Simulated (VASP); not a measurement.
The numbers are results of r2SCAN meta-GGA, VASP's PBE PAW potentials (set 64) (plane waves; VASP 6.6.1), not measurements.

VASP ran on this input.

**POSCAR**
```
PdIn
1.0
  3.2500000000   0.0000000000   0.0000000000
  0.0000000000   3.2500000000   0.0000000000
  0.0000000000   0.0000000000   3.2500000000
In Pd
1 1
Cartesian
  1.6250000000   1.6250000000   1.6250000000
  0.0000000000   0.0000000000   0.0000000000
```

INCAR:
```
SYSTEM=PdIn
PREC=Accurate; ENCUT=520; LREAL=F
LASPH=T
EDIFF=1E-6; NELM=100; ALGO=Normal
LMAXMIX=4; LMIXTAU=T
ISMEAR=1; SIGMA=0.1
METAGGA=R2SCAN
IBRION=2; NSW=60; ISIF=3
EDIFFG=-0.01
LWAVE=F; LCHARG=F
```

**KPOINTS**
```
kpoints
0
Gamma
10 10 10
```

POTCAR, in this order: In_d Pd (PBE.64 set). Program: vasp_std.

What VASP printed:

### OSZICAR
```
       N       E                     dE             d eps       ncg     rms          rms(c)
DAV:   1     0.121457106966E+03    0.12146E+03   -0.11849E+04  1709   0.207E+03
DAV:   2    -0.441508366042E+02   -0.16561E+03   -0.16185E+03  1764   0.414E+02
DAV:   3    -0.519166655428E+02   -0.77658E+01   -0.77229E+01  2156   0.972E+01
DAV:   4    -0.520583351903E+02   -0.14167E+00   -0.14165E+00  2066   0.121E+01
DAV:   5    -0.520651003542E+02   -0.67652E-02   -0.67651E-02  2527   0.239E+00    0.914E+00
DAV:   6    -0.467219045477E+02    0.53432E+01   -0.48603E+00  1890   0.363E+01    0.403E+00
DAV:   7    -0.465923891233E+02    0.12952E+00   -0.52660E-01  1820   0.941E+00    0.260E+00
DAV:   8    -0.466174742559E+02   -0.25085E-01   -0.14779E-01  1876   0.344E+00    0.137E+00
DAV:   9    -0.466207874232E+02   -0.33132E-02   -0.76828E-02  1785   0.330E+00    0.354E-01
DAV:  10    -0.466303261488E+02   -0.95387E-02   -0.25262E-02  1813   0.203E+00    0.232E-01
DAV:  11    -0.466286672926E+02    0.16589E-02   -0.93088E-03  1743   0.110E+00    0.248E-01
DAV:  12    -0.466318142583E+02   -0.31470E-02   -0.25470E-03  1827   0.539E-01    0.683E-02
DAV:  13    -0.466318310302E+02   -0.16772E-04   -0.40473E-05  2433   0.582E-02    0.806E-02
DAV:  14    -0.466318698325E+02   -0.38802E-04   -0.61547E-04  1785   0.310E-01    0.177E-01
DAV:  15    -0.466319147380E+02   -0.44905E-04   -0.15671E-05  1988   0.410E-02    0.177E-01
DAV:  16    -0.466318859938E+02    0.28744E-04   -0.31033E-06  1736   0.212E-02    0.202E-01
DAV:  17    -0.466320027370E+02   -0.11674E-03   -0.91536E-05  1799   0.106E-01    0.105E-01
DAV:  18    -0.466320098099E+02   -0.70730E-05   -0.80563E-06  2044   0.338E-02    0.107E-01
DAV:  19    -0.466320108666E+02   -0.10566E-05   -0.69667E-06  1904   0.288E-02    0.100E-02
DAV:  20    -0.466320113599E+02   -0.49332E-06   -0.65226E-07  1064   0.923E-03
   1 F= -.46632011E+02 E0= -.46631346E+02  d E =-.466320E+02
       N       E                     dE             d eps       ncg     rms          rms(c)
DAV:   1    -0.472338535986E+02   -0.60184E+00   -0.13357E+01  1757   0.685E+01    0.538E+00
DAV:   2    -0.466776150941E+02    0.55624E+00   -0.24561E+00  1736   0.210E+01    0.194E+00
DAV:   3    -0.466435338087E+02    0.34081E-01   -0.20498E-01  2151   0.749E+00    0.887E-01
DAV:   4    -0.466293503829E+02    0.14183E-01   -0.54369E-02  2524   0.396E+00    0.898E-01
DAV:   5    -0.466306235895E+02   -0.12732E-02   -0.17661E-03  1722   0.435E-01    0.761E-01
DAV:   6    -0.466263903818E+02    0.42332E-02   -0.36464E-03  1862   0.478E-01    0.816E-02
DAV:   7    -0.466297868726E+02   -0.33965E-02   -0.61901E-03  1806   0.618E-01    0.516E-02
DAV:   8    -0.466303646115E+02   -0.57774E-03   -0.38203E-04  1764   0.168E-01    0.793E-02
DAV:   9    -0.466303816474E+02   -0.17036E-04   -0.28505E-05  2054   0.474E-02    0.299E-02
DAV:  10    -0.466304108559E+02   -0.29208E-04   -0.56587E-05  1876   0.784E-02    0.270E-02
DAV:  11    -0.466304167574E+02   -0.59014E-05   -0.56373E-06  1747   0.269E-02    0.959E-03
DAV:  12    -0.466304173261E+02   -0.56874E-06   -0.21592E-07   980   0.434E-03
   2 F= -.46630417E+02 E0= -.46629841E+02  d E =0.159403E-02
       N       E                     dE             d eps       ncg     rms          rms(c)
DAV:   1    -0.468136579868E+02   -0.18324E+00   -0.36571E+00  1778   0.333E+01    0.312E+00
DAV:   2    -0.466526472697E+02    0.16101E+00   -0.76196E-01  1708   0.117E+01    0.958E-01
DAV:   3    -0.466419841825E+02    0.10663E-01   -0.66928E-02  2158   0.432E+00    0.415E-01
DAV:   4    -0.466384527949E+02    0.35314E-02   -0.13198E-02  2517   0.197E+00    0.534E-01
DAV:   5    -0.466378311326E+02    0.62166E-03   -0.45452E-04  1869   0.204E-01    0.657E-01
DAV:   6    -0.466387658950E+02   -0.93476E-03   -0.22222E-03  1827   0.302E-01    0.121E-01
DAV:   7    -0.466387977389E+02   -0.31844E-04   -0.66012E-05  1912   0.717E-02    0.113E-01
DAV:   8    -0.466387194626E+02    0.78276E-04   -0.10929E-04  1918   0.959E-02    0.312E-02
DAV:   9    -0.466387791747E+02   -0.59712E-04   -0.90740E-05  1897   0.834E-02    0.519E-02
DAV:  10    -0.466387816486E+02   -0.24739E-05   -0.40527E-06  1798   0.244E-02    0.215E-02
DAV:  11    -0.466387822408E+02   -0.59217E-06   -0.24111E-07   917   0.811E-03
   3 F= -.46638782E+02 E0= -.46638135E+02  d E =-.677088E-02
```

OUTCAR:
```
------------------------ aborting loop because EDIFF is reached ----------------------------------------
  FORCE on cell =-STRESS in cart. coord.  units (eV):
  Direction    XX          YY          ZZ          XY          YZ          ZX
  --------------------------------------------------------------------------------------
  Total       -0.0037838     -0.0037838     -0.0037838      0.0000000      0.0000000     -0.0000000
  in kB       -0.1728450     -0.1728450     -0.1728450      0.0000000      0.0000000     -0.0000000
  external PRESSURE =      -0.1728450 kB  Pullay stress =       0.0000000 kB
  volume of cell :       35.07
      direct lattice vectors                 reciprocal lattice vectors
     3.273373734 -0.000000000  0.000000000     0.305495211 -0.000000000  0.000000000
     0.000000000  3.273373734  0.000000000     0.000000000  0.305495211 -0.000000000
    -0.000000000  0.000000000  3.273373734    -0.000000000 -0.000000000  0.305495211
 POSITION                                       TOTAL-FORCE (eV/Angst)
 -----------------------------------------------------------------------------------
      1.63669      1.63669      1.63669        -0.000000      0.000000      0.000000
      0.00000      0.00000      0.00000         0.000000     -0.000000      0.000000
 -----------------------------------------------------------------------------------
    total drift:                                0.000000      0.000000     -0.000000
  FREE ENERGIE OF THE ION-ELECTRON SYSTEM (eV)
  ---------------------------------------------------
  free  energy   TOTEN  =       -46.6387822408 eV

  energy  without entropy=      -46.6368410322  energy(sigma->0) =      -46.63813517

 reached required accuracy - stopping structural energy minimisation
```
(Selected blocks of OUTCAR.)

CONTCAR:
```
PdIn
   1.00000000000000
     3.2733737340645881   -0.0000000000000000    0.0000000000000000
     0.0000000000000000    3.2733737340645881    0.0000000000000000
    -0.0000000000000000    0.0000000000000000    3.2733737340645881
  In              Pd
     1     1
Direct
     0.5000000000000000    0.5000000000000000    0.5000000000000000
     0.0000000000000000    0.0000000000000000    0.0000000000000000
```

**OUTCAR**
```
 val. band max:       10.5502830015   @ k =   0.5000   0.4000   0.3000

 cond. band min:      10.5651599680   @ k =   0.3000   0.1000   0.1000


 Fermi energy:        10.5554895322

 k-point     1 :       0.0000    0.0000    0.0000
  band No.  band energies     occupation
      1      -5.1703      2.00000
      2      -5.1703      2.00000
      3      -4.7476      2.00000
      4      -4.7476      2.00000
      5      -4.7476      2.00000
      6      -0.0556      2.00000
      7       6.3835      2.00000
      8       6.3835      2.00000
      9       7.9990      2.00000
     10       7.9990      2.00000
     11       7.9990      2.00000
     12      14.8891      0.00000
     13      14.8891      0.00000
     14      14.8891      0.00000
     15      20.4862      0.00000

 k-point     2 :       0.1000    0.0000    0.0000
  band No.  band energies     occupation
      1      -5.1645      2.00000
      2      -5.1353      2.00000
      3      -4.7582      2.00000
      4      -4.7582      2.00000
      5      -4.7444      2.00000
      6       0.1105      2.00000
      7       6.3862      2.00000
      8       6.4102      2.00000
      9       7.8785      2.00000
     10       7.8785      2.00000
     11       7.9921      2.00000
     12      13.7833      0.00000
     13      15.2164      0.00000
     14      15.2164      0.00000
     15      20.7764      0.00000

 k-point     3 :       0.2000    0.0000    0.0000
  band No.  band energies     occupation
      1      -5.1493      2.00000
      2      -5.0439      2.00000
      3      -4.7860      2.00000
      4      -4.7860      2.00000
      5      -4.7362      2.00000
      6       0.6065      2.00000
      7       6.3934      2.00000
      8       6.4184      2.00000
      9       7.5930      2.00000
     10       7.5930      2.00000
     11       7.9739      2.00000
     12      11.8338     -0.00000
     13      16.1208      0.00000
     14      16.1208      0.00000
     15      20.8705      0.00000
...
```

Energy and stress use the plane-wave basis of the starting cell. Unless said otherwise, spin-orbit coupling is left out, though it shifts the bands of the heavy elements here.

The compound is PdIn in the CsCl type structure. This run relaxes it. Symmetry was kept, so distortions that lower it aren't found. The electron count is odd and the run is not spin-polarised, which forces a metal.
